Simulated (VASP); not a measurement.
A run of VASP 6.6.1 is set up as follows.

INCAR

```
ALGO = Normal
EDIFF = 1E-5
ENCUT = 350
GGA = PS
ISIF = 2
ISMEAR = 0
ISPIN = 2
KPAR = 2
LASPH = True
LCHARG = False
LDAU = True
LDAUJ = 0 0 0
LDAUL = 2 -1 -1
LDAUPRINT = 1
LDAUTYPE = 2
LDAUU = 3.5 0 0
LMAXMIX = 4
LORBIT = 11
LREAL = Auto
LWAVE = False
MAGMOM = 0 0 0 0 0 0 0 0 0 0 0 0 0 0 0 0 0 0 0 0 0 0 0 0
NELM = 120
NUPDOWN = 0
PREC = Accurate
SIGMA = 0.03
```

KPOINTS

```
k-points
0
Gamma
  2 2 2
```

POSCAR

```
MnIn11P12
1.0
    0.0000000000      8.8030500000      8.8030500000
    5.8687000000      0.0000000000      5.8687000000
    5.8687000000      5.8687000000      0.0000000000
Mn In P
1 11 12
Direct
    0.0000000000      0.0000000000      0.0000000000
    0.0000000000      0.0000000000      0.5000000000
    0.0000000000      0.5000000000      0.0000000000
    0.0000000000      0.5000000000      0.5000000000
    0.3333330000      0.0000000000      0.0000000000
    0.3333330000      0.0000000000      0.5000000000
    0.3333330000      0.5000000000      0.0000000000
    0.3333330000      0.5000000000      0.5000000000
    0.6666670000      0.0000000000      0.0000000000
    0.6666670000      0.0000000000      0.5000000000
    0.6666670000      0.5000000000      0.0000000000
    0.6666670000      0.5000000000      0.5000000000
    0.0833333333      0.1250000000      0.1250000000
    0.0833333333      0.1250000000      0.6250000000
    0.0833333333      0.6250000000      0.1250000000
    0.0833333333      0.6250000000      0.6250000000
    0.4166663333      0.1250000000      0.1250000000
    0.4166663333      0.1250000000      0.6250000000
    0.4166663333      0.6250000000      0.1250000000
    0.4166663333      0.6250000000      0.6250000000
    0.7500003333      0.1250000000      0.1250000000
    0.7500003333      0.1250000000      0.6250000000
    0.7500003333      0.6250000000      0.1250000000
    0.7500003333      0.6250000000      0.6250000000
```

Potentials or basis: VASP PAW PBE potentials, release 64 (Mn_pv, In_d, P).

Command:

```bash
$ cat potpaw_PBE.64/Mn_pv/POTCAR potpaw_PBE.64/In_d/POTCAR potpaw_PBE.64/P/POTCAR > POTCAR
$ mpirun -np 4 vasp_std > vasp.out
```

**Question.** Predict the pressure.

**Answer.** -1.4 GPa.

**Question.** What does it give for the largest force?

**Answer.** 1.653 eV/Å.

Forces in eV/Å, atoms in the order of the input:
```
Mn   0.025 -0.050 -0.050
In   0.006 -0.002 -0.058
In   0.006 -0.058 -0.002
In   0.057 -0.015 -0.015
In  -0.019 -0.023 -0.023
In   0.027  0.018 -0.038
In   0.027 -0.038  0.018
In   0.021 -0.017 -0.017
In  -0.043  0.037  0.037
In  -0.017  0.015  0.009
In  -0.017  0.009  0.015
In   0.006 -0.005 -0.005
P   -0.952 -0.932 -0.932
P    0.933  0.968 -0.930
P    0.933 -0.930  0.968
P    0.000  0.002  0.002
P   -0.006  0.005  0.005
P   -0.010  0.006  0.010
P   -0.010  0.010  0.006
P   -0.012  0.018  0.018
P   -0.950  0.956  0.956
P   -0.005  0.017 -0.008
P   -0.005 -0.008  0.017
P    0.005  0.017  0.017
```

Caveat: the k mesh is coarse (spacing up to 0.46 Å⁻¹), so the values aren't converged; the PAW data sets were made with another functional, which shifts forces and pressure a little; the total moment is fixed, so each spin has its own Fermi level; the U is typed as a test and isn't derived for this compound. The state reached can hang on the start; a lower one may exist.
